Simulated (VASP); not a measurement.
# MgZn15S16 (a cell with a defect) (Wurtzite-4H) in VASP: notebook, part 3 of 4

VASP 6.6.1. Earlier steps stand in the parts before.

## (4) Electric field gradients, PBE

This run uses another cell than the first one: it holds 24 atoms, not 32.

INCAR reads:

```
SYSTEM = Zn12S11O
ALGO     = Fast           ! electronic algorithm
EDIFF    = 1E-8           ! SCF threshold, eV
ENCUT    = 520            ! plane-wave cutoff, eV
GGA      = PE             ! functional
ISIF     = 2              ! what is computed and relaxed
ISMEAR   = -1             ! smearing method
LASPH    = .TRUE.         ! aspherical terms in the spheres
LCHARG   = .FALSE.        ! write CHGCAR
LEFG     = .TRUE.       
LREAL    = Auto         
LWAVE    = .FALSE.        ! write WAVECAR
NBANDS   = 126            ! bands
NELM     = 100            ! most SCF steps
PREC     = Accurate       ! precision mode
SIGMA    = 0.01           ! smearing width, eV
```

KPOINTS reads:

```
k-points
0
G
  3 3 2
  0 0 0
```

POSCAR reads:

```
Zn12S11O
1.0
    5.7340500000      3.3105553110      0.0000000000
   -5.7340500000      3.3105553110      0.0000000000
    0.0000000000      0.0000000000     12.5200000000
Zn S O
12 11 1
Direct
    0.0000000000      0.0000000000      0.0000000000
    0.3333333333      0.6666666667      0.0000000000
    0.6666666667      0.3333333333      0.0000000000
    0.0000000000      0.0000000000      0.5000000000
    0.3333333333      0.6666666667      0.5000000000
    0.6666666667      0.3333333333      0.5000000000
    0.3333333333      0.3333333334      0.2500000000
    0.6666666667      0.0000000000      0.2500000000
    0.0000000000      0.6666666667      0.2500000000
    0.3333333333      1.0000000000      0.7500000000
    0.6666666667      0.6666666666      0.7500000000
    0.0000000000      0.3333333333      0.7500000000
    0.0000000000      0.0000000000      0.1875000000
    0.3333333333      0.6666666667      0.1875000000
    0.6666666667      0.3333333333      0.1875000000
    0.0000000000      0.0000000000      0.6875000000
    0.3333333333      0.6666666667      0.6875000000
    0.6666666667      0.3333333333      0.6875000000
    0.6666666667      0.0000000000      0.4375000000
    0.0000000000      0.6666666667      0.4375000000
    0.3333333333      1.0000000000      0.9375000000
    0.6666666667      0.6666666666      0.9375000000
    0.0000000000      0.3333333333      0.9375000000
    0.3333333333      0.3333333334      0.4375000000
```

Potentials or basis: VASP PAW PBE potentials, release 64 (Zn, S, O).

On the command line:

```bash
cat potpaw_PBE.64/Zn/POTCAR potpaw_PBE.64/S/POTCAR potpaw_PBE.64/O/POTCAR > POTCAR
mpirun -np 1 vasp_std > vasp.out
```

OUTCAR:

```text
SYSTEM = Zn12S11O
   EDIFF = 1E-8
   ENCUT = 520
   GGA = PE
   ISIF = 2
   ISMEAR = -1
   LASPH = .TRUE.
   LREAL = Auto
   NELM = 100
   PREC = Accurate

 ion  position               nearest neighbor table
   1  0.000  0.000  0.000-  21 2.34  23 2.34  22 2.34  13 2.35
   2  0.333  0.667  0.000-  21 2.34  23 2.34  22 2.34  14 2.35
   3  0.667  0.333  0.000-  23 2.34  22 2.34  21 2.34  15 2.35
   4  0.000  0.000  0.500-  19 2.34  20 2.34  24 2.34  16 2.35
   5  0.333  0.667  0.500-  20 2.34  24 2.34  19 2.34  17 2.35
   6  0.667  0.333  0.500-  19 2.34  20 2.34  24 2.34  18 2.35
[... 16 lines left out ...]
  23  0.000  0.333  0.938-   1 2.34   3 2.34   2 2.34  12 2.35
  24  0.333  0.333  0.438-   5 2.34   4 2.34   6 2.34   7 2.35

  LATTYP: Found a hexagonal cell.
 ALAT       =     6.6211106221
 C/A-ratio  =     1.8909214352

  Lattice vectors:

 A1 = (   5.7340500000,   3.3105553110,   0.0000000000)
 A2 = (  -5.7340500000,   3.3105553110,   0.0000000000)
 A3 = (   0.0000000000,   0.0000000000,  12.5200000000)

Analysis of symmetry for initial positions (statically):
=====================================================================
 Subroutine PRICEL returns:
 Original cell was already a primitive cell.

 Routine SETGRP: Setting up the symmetry group for a
 hexagonal supercell.

 Subroutine GETGRP returns: Found  6 space group operations
 (whereof  2 operations were pure point group operations)
 out of a pool of 24 trial point group operations.

The static configuration has the point symmetry C_1h.
 The point group associated with its full space group is C_3v.

Analysis of symmetry for dynamics (positions and initial velocities):
=====================================================================
 Subroutine PRICEL returns:
 Original cell was already a primitive cell.

 Routine SETGRP: Setting up the symmetry group for a
 hexagonal supercell.

 Subroutine GETGRP returns: Found  6 space group operations
 (whereof  2 operations were pure point group operations)
 out of a pool of 24 trial point group operations.

The dynamic configuration has the point symmetry C_1h.
 The point group associated with its full space group is C_3v.

 Subroutine INISYM returns: Found  6 space group operations
 (whereof  2 operations are pure point group operations),
 and found     1 'primitive' translations

----------------------------------------------------------------------------------------

                                     Primitive cell

  volume of cell :     475.3316

  direct lattice vectors                    reciprocal lattice vectors
     5.734050000  3.310555311  0.000000000     0.087198403  0.151032064  0.000000000
    -5.734050000  3.310555311  0.000000000    -0.087198403  0.151032064  0.000000000
     0.000000000  0.000000000 12.520000000     0.000000000  0.000000000  0.079872204

  length of vectors
     6.621110622  6.621110622 12.520000000     0.174396805  0.174396805  0.079872204

[... 136 lines left out ...]
 non-spin polarized calculation
 RMM-DIIS sequential band-by-band and
  energy-cutoff  :      520.00
  volume of cell :      475.33
 maximum number of plane-waves:     12850
 NGX is ok and might be reduce to    50

 number of electron     215.9999947 magnetization

 Free energy of the ion-electron system (eV)
  ---------------------------------------------------
  ext. energy  EPLUGINS =         0.00000000
  ---------------------------------------------------
  free energy    TOTEN  =       -82.87834784 eV

  energy without entropy =      -82.87834784  energy(sigma->0) =      -82.87834784

 E-fermi :   2.0268     XC(G=0):  -9.5154

 val. band max:        1.7469447039   @ k =   0.0000   0.0000   0.0000
 cond. band min:       3.5573537735   @ k =   0.0000   0.0000   0.0000
 fundamental gap:      1.8104090695
 Fermi energy:         2.0268125592

 k-point     1 :       0.0000    0.0000    0.0000
  band No.  band energies     occupation
      1     -13.4863      2.00000
      2     -11.3071      2.00000
      3     -10.9515      2.00000
      4     -10.8115      2.00000
      5     -10.4195      2.00000
      6     -10.2311      2.00000
[... 727 lines left out ...]
    119       6.2852      0.00000
    120       6.2852      0.00000
 [bands above 120 left out]

------------------------ aborting loop because EDIFF is reached ----------------------------------------

  FORCE on cell =-STRESS in cart. coord.  units (eV):
  Direction    XX          YY          ZZ          XY          YZ          ZX
  --------------------------------------------------------------------------------------
  -------------------------------------------------------------------------------------
  Total       -1.4972443     -1.4972443     -2.0441225      0.0000000     -0.0000000      0.0000000
  in kB       -5.0466897     -5.0466897     -6.8900258      0.0000000     -0.0000000      0.0000000
  external PRESSURE =      -5.6611351 kB  Pullay stress =       0.0000000 kB

 VOLUME and BASIS-vectors are now :
 -----------------------------------------------------------------------------
  energy-cutoff  :      520.00
  volume of cell :      475.33
      direct lattice vectors                 reciprocal lattice vectors
     5.734050000  3.310555311  0.000000000     0.087198403  0.151032064  0.000000000
    -5.734050000  3.310555311  0.000000000    -0.087198403  0.151032064  0.000000000
     0.000000000  0.000000000 12.520000000     0.000000000  0.000000000  0.079872204

 POSITION                                       TOTAL-FORCE (eV/Angst)
 -----------------------------------------------------------------------------------
      0.00000      0.00000      0.00000        -0.000000      0.006052      0.023106
     -1.91135      3.31056      0.00000         0.005242     -0.003026      0.023106
      1.91135      3.31056      0.00000        -0.005242     -0.003026      0.023106
      0.00000      0.00000      6.26000        -0.000000      1.286792     -0.427312
     -1.91135      3.31056      6.26000         1.114394     -0.643396     -0.427312
      1.91135      3.31056      6.26000        -1.114394     -0.643396     -0.427312
[... 16 lines left out ...]
     -1.91135      1.10352     11.73750        -0.008051     -0.004648      0.013511
     -0.00000      2.20704      5.47750        -0.000000     -0.000000      0.029043
 -----------------------------------------------------------------------------------
    total drift:                               -0.000003     -0.000070      0.001321

  FREE ENERGIE OF THE ION-ELECTRON SYSTEM (eV)
  ---------------------------------------------------
  free  energy   TOTEN  =       -82.8783478399 eV

  energy  without entropy=      -82.8783478399  energy(sigma->0) =      -82.87834784

 Electric field gradients (V/A^2)
---------------------------------------------------------------------
 ion       V_xx      V_yy      V_zz      V_xy      V_xz      V_yz
---------------------------------------------------------------------
   1      -1.297    -1.009     2.306    -0.000     0.000    -0.203
   2      -1.075    -1.223     2.299    -0.131    -0.175     0.101
   3      -1.075    -1.223     2.299     0.131     0.175     0.101
   4     -20.005    31.045   -11.040    -0.000     0.000   -17.052
   5      18.288    -7.241   -11.047   -22.113   -14.767     8.526
   6      18.288    -7.241   -11.047    22.113    14.767     8.526
[... 16 lines left out ...]
  23      -1.011    -1.335     2.346     0.282    -0.125    -0.073
  24      -0.662    -0.665     1.328    -0.000     0.000     0.000
---------------------------------------------------------------------

 Electric field gradients after diagonalization (V/A^2)
 (convention: |V_zz| > |V_xx| > |V_yy|)
----------------------------------------------------------------------
 ion       V_xx      V_yy      V_zz     asymmetry (V_yy - V_xx)/ V_zz
----------------------------------------------------------------------
   1      -1.297    -1.022     2.318       0.118
   2      -1.300    -1.011     2.311       0.125
   3      -1.300    -1.011     2.311       0.125
   4     -20.005   -17.081    37.087       0.079
   5     -20.009   -17.087    37.096       0.079
   6     -20.009   -17.087    37.096       0.079
[... 16 lines left out ...]
  23      -1.498    -0.854     2.352       0.274
  24      -0.665    -0.662     1.328       0.002
----------------------------------------------------------------------

           NMR quadrupolar parameters

 Cq : quadrupolar parameter    Cq=e*Q*V_zz/h
 eta: asymmetry parameters     (V_yy - V_xx)/ V_zz
 Q  : nuclear electric quadrupole moment in mb (millibarn)
----------------------------------------------------------------------
 ion       Cq(MHz)       eta       Q (mb)
----------------------------------------------------------------------
   1       0.006       0.118       1.000
   2       0.006       0.125       1.000
   3       0.006       0.125       1.000
   4       0.090       0.079       1.000
   5       0.090       0.079       1.000
   6       0.090       0.079       1.000
[... 16 lines left out ...]
  23       0.006       0.274       1.000
  24       0.003       0.002       1.000
----------------------------------------------------------------------
```

It took 12 min on 1 thread of Intel Xeon Platinum 8559C (Emerald Rapids), shared host; peak memory 0.65 GiB.

Results:

| Item | Value |
| --- | --- |
| Free energy | -82.8783 eV |
| Pressure | -0.6 GPa |
| Largest force | 1.356 eV/Å |
| Band gap on the k mesh | 1.81 eV, direct |

Forces on the atoms (eV/Å):
```
Zn   0.000  0.006  0.023
Zn   0.005 -0.003  0.023
Zn  -0.005 -0.003  0.023
Zn   0.000  1.287 -0.427
Zn   1.114 -0.643 -0.427
Zn  -1.114 -0.643 -0.427
Zn   0.000  0.000  1.334
Zn   0.000  0.000  0.020
Zn   0.000  0.000  0.020
Zn  -0.015  0.009 -0.009
Zn   0.000 -0.017 -0.009
Zn   0.015  0.009 -0.009
S    0.000  0.034  0.071
S    0.030 -0.017  0.071
S   -0.030 -0.017  0.071
S    0.000  0.095 -0.105
S    0.082 -0.048 -0.105
S   -0.082 -0.048 -0.105
S    0.000  0.000 -0.053
S    0.000  0.000 -0.053
S    0.008 -0.005  0.014
S    0.000  0.009  0.014
S   -0.008 -0.005  0.014
O    0.000  0.000  0.029
```

Stress tensor (GPa, compression positive):
```
-0.50  0.00  0.00
 0.00 -0.50  0.00
 0.00  0.00 -0.69
```

Levels at points of the mesh, in eV from the valence-band top:
```csv
k point,band 105,band 106,band 107,band 108,band 109,band 110,band 111,band 112
"(0.00, 0.00, 0.00)",-0.38,-0.04,0.00,0.00,1.81,3.13,3.31,3.51
"(0.00, 0.00, 0.50)",-0.14,-0.14,-0.11,-0.11,2.47,2.89,3.27,3.34
```

Electric field gradients, principal values (V/Å²):
| atom | Vxx | Vyy | Vzz |
| --- | --- | --- | --- |
| 1 Zn | -1.022 | -1.297 | 2.318 |
| 2 Zn | -1.011 | -1.300 | 2.311 |
| 3 Zn | -1.011 | -1.300 | 2.311 |
| 4 Zn | -17.081 | -20.005 | 37.087 |
| 5 Zn | -17.087 | -20.009 | 37.096 |
| 6 Zn | -17.087 | -20.009 | 37.096 |
| 7 Zn | -19.341 | -19.345 | 38.686 |
| 8 Zn | -0.111 | -0.119 | 0.230 |
| 9 Zn | -0.111 | -0.119 | 0.230 |
| 10 Zn | 0.289 | 0.645 | -0.934 |
| 11 Zn | 0.292 | 0.642 | -0.934 |
| 12 Zn | 0.289 | 0.645 | -0.934 |
| 13 S | -2.542 | -3.149 | 5.691 |
| 14 S | -2.543 | -3.148 | 5.692 |
| 15 S | -2.543 | -3.148 | 5.692 |
| 16 S | -2.290 | -2.504 | 4.794 |
| 17 S | -2.290 | -2.506 | 4.795 |
| 18 S | -2.290 | -2.506 | 4.795 |
| 19 S | 2.344 | 2.345 | -4.689 |
| 20 S | 2.344 | 2.345 | -4.689 |
| 21 S | -0.854 | -1.498 | 2.352 |
| 22 S | -0.854 | -1.498 | 2.353 |
| 23 S | -0.854 | -1.498 | 2.352 |
| 24 O | -0.662 | -0.665 | 1.328 |

Expect the measured gap to be larger: semilocal functionals such as PBE lack the derivative discontinuity.

(Part 3 of 4 ends here.)
